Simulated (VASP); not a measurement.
An input for Ansatz (written as the equivalent of a VASP run, and not itself run):

Ansatz 0.2 input:
```yaml
crystal:
  lattice:
    - [3.7365890, 0.0000000, 0.0000000]
    - [0.0000000, 3.7365890, 0.0000000]
    - [0.0000000, 0.0000000, 5.8217620]
  atoms:
    - { symbol: Cu, position: [0.5000000, 0.5000000, 0.0000000] }
    - { symbol: Cu, position: [0.0000000, 0.0000000, 0.0000000] }
    - { symbol: Cu, position: [0.5000000, 0.0000000, 0.2999600] }
    - { symbol: Cu, position: [0.0000000, 0.5000000, 0.7000400] }
    - { symbol: As, position: [0.5000000, 0.0000000, 0.7130100] }
    - { symbol: As, position: [0.0000000, 0.5000000, 0.2869900] }
kpoints:
  mp_grid: { grid: [7, 7, 5] }
hamiltonian:
  xc: lda
  pseudopotentials: { kind: paw }
scf:
  occupations: { method: fermi_dirac, width: 0.1 }
  max_iter: 100
output: { forces: true, stress: true, eigenvalues: true }
```

Translate this input to VASP (INCAR, KPOINTS, POSCAR, choice of POTCAR).

One answer among several that fit: 
**INCAR**
```
ALGO=Normal
EDIFF=1E-6
ENCUT=300
ISIF=2
ISMEAR=-1
LASPH=.TRUE.
LCHARG=.FALSE.
LMAXMIX=4
LREAL=.FALSE.
LWAVE=.FALSE.
NELM=100
PREC=Accurate
SIGMA=0.1
SYSTEM=Cu2As
```

File KPOINTS:
```
Automatic mesh
0
Gamma
7 7 5
0 0 0
```

**POSCAR**
```
Cu2As
1
    3.7365890000     0.0000000000     0.0000000000
    0.0000000000     3.7365890000     0.0000000000
    0.0000000000     0.0000000000     5.8217620000
Cu As
4 2
Direct
  0.5000000000   0.5000000000   0.0000000000
  0.0000000000   0.0000000000   0.0000000000
  0.5000000000   0.0000000000   0.2999600000
  0.0000000000   0.5000000000   0.7000400000
  0.5000000000   0.0000000000   0.7130100000
  0.0000000000   0.5000000000   0.2869900000
```

POTCAR, in this order: Cu As (LDA.64 set). Program: vasp_std.

Limits of the translation: each code has its own PAW files, so the cut-off isn't converted (ENCUT is set for VASP's; basis.ecutwfc is left out, and Ansatz then takes the one that its files recommend); Ansatz stops its SCF on the density residual and VASP on the energy change (EDIFF); Ansatz's lda is the Perdew-Wang form, while the LDA potentials of VASP carry Perdew-Zunger's.

The structure comes from a computed database's Cu2As entry (P4/nmm); how it stands against other phases isn't given here. The cell was not relaxed at this level. The run is one of a series of settings (GGA removed, POTCAR Cu As (LDA.64 set) against the base run), some of them coarse on purpose.
